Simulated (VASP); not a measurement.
Given:

```xyz
72
Lattice="5.0056 -8.6699 0.0000 5.0056 8.6699 0.0000 0.0000 0.0000 10.9867" Properties=species:S:1:pos:R:3 pbc="T T T"
Si     6.1931    -6.6130     1.8311
Si     2.6305     0.0000     0.0000
Si     1.1875    -2.0569     3.6622
Si     1.1875     2.0569     7.3244
Si     2.6305     0.0000     5.4933
Si     6.1931     6.6130     9.1555
Si     3.6903     6.3918     1.8311
Si     5.1333     4.3349     0.0000
Si     3.6903     2.2781     3.6622
Si     3.6903     6.3918     7.3244
Si     5.1333     4.3349     5.4933
Si     3.6903     2.2781     9.1555
Si     3.6903    -2.2781     1.8311
Si     5.1333    -4.3349     0.0000
Si     8.6959     2.2781     3.6622
Si     3.6903    -2.2781     7.3244
Si     5.1333    -4.3349     5.4933
Si     3.6903    -6.3918     9.1555
Si     6.1931     2.0569     1.8311
Si     7.6361     0.0000     0.0000
Si     6.1931    -2.0569     3.6622
Si     6.1931     2.0569     7.3244
Si     7.6361     0.0000     5.4933
Si     6.1931    -2.0569     9.1555
O      1.6845     0.6717     1.1429
O      3.5816     1.1230     4.8051
O      2.2422    -2.5403     2.5193
O      3.5816    -1.1230     0.6882
O      1.6845    -0.6717     4.3505
O      2.2422     2.5403     2.9740
O      1.6845     0.6717     6.6362
O      3.5816     1.1230    10.2984
O      2.2422    -2.5403     8.0127
O      3.5816    -1.1230     6.1816
O      1.6845    -0.6717     9.8438
O      2.2422     2.5403     8.4673
O      4.1873     5.0067     1.1429
O      6.0844     5.4579     4.8051
O      4.7450     1.7947     2.5193
O      6.0844     3.2120     0.6882
O      4.1873     3.6632     4.3505
O      4.7450     6.8752     2.9740
O      4.1873     5.0067     6.6362
O      6.0844     5.4579    10.2984
O      4.7450     1.7947     8.0127
O      6.0844     3.2120     6.1816
O      4.1873     3.6632     9.8438
O      4.7450     6.8752     8.4673
O      4.1873    -3.6632     1.1429
O      6.0844    -3.2120     4.8051
O      4.7450    -6.8752     2.5193
O      6.0844    -5.4579     0.6882
O      4.1873    -5.0067     4.3505
O      4.7450    -1.7947     2.9740
O      4.1873    -3.6632     6.6362
O      6.0844    -3.2120    10.2984
O      4.7450    -6.8752     8.0127
O      6.0844    -5.4579     6.1816
O      4.1873    -5.0067     9.8438
O      4.7450    -1.7947     8.4673
O      6.6901     0.6717     1.1429
O      8.5872     1.1230     4.8051
O      7.2478    -2.5403     2.5193
O      8.5872    -1.1230     0.6882
O      6.6901    -0.6717     4.3505
O      7.2478     2.5403     2.9740
O      6.6901     0.6717     6.6362
O      8.5872     1.1230    10.2984
O      7.2478    -2.5403     8.0127
O      8.5872    -1.1230     6.1816
O      6.6901    -0.6717     9.8438
O      7.2478     2.5403     8.4673
```

Computed with PBE GGA, VASP's PBE PAW potentials (set 64) (plane waves; VASP). Numerical set-up: PREC = Normal, LREAL = Auto, 400 eV cut-off, 1×1×1 Γ-centred mesh, Gaussian smearing of 0.050 eV, potentials Si O.

At this cut-off the stress carries a Pulay error, which pulls relaxed volumes low. The supercell is sampled at Γ alone, which is coarse: total energies, pressure and levels can be off, energies of defects by several tenths of an eV.

Q: Estimate the energy per atom (σ→0), pressure.

A: 
| Property | Result |
|---|---|
| energy per atom (σ→0) | -7.921 eV/atom |
| pressure | -4.16 GPa |

The cell is a supercell, built from SiO2 (quartz).
